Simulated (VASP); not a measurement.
Input:

```yaml
crystal:
  lattice:
    - [3.58092, 0.00000, 0.00000]
    - [-1.79046, 3.10117, 0.00000]
    - [0.00000, 0.00000, 6.41259]
  atoms:
    - { symbol: Ti, position: [0.00000, 0.00000, 0.00000] }
    - { symbol: Ti, position: [0.00000, 0.00000, 0.50000] }
    - { symbol: Ge, position: [0.33333, 0.66667, 0.25000] }
    - { symbol: Ge, position: [0.66667, 0.33333, 0.75000] }
```

Level of theory: r2SCAN meta-GGA with spin-orbit coupling, VASP's PBE PAW potentials (set 64) (plane waves; VASP). Numerical set-up: 400 eV cut-off, 9×9×5 Γ-centred mesh, Gaussian smearing of 0.050 eV, potentials Ti_sv Ge_d.

Task: What does the run give for the energy per atom (σ→0), band gap (over mesh and band path) with the smallest direct gap where there is one?

Result: 
| Property | Result |
|---|---|
| band gap (over mesh and band path) | none (metal, semimetal or under 0.01 eV) |
| energy per atom (σ→0) | -13.914 eV/atom |

Only differences to runs with the same potentials and settings are physical.

The structure was generated: TiGe was put into the NiAs type (P6_3/mmc), which need not be its known phase. It was relaxed first, which changed the volume by -13 %.
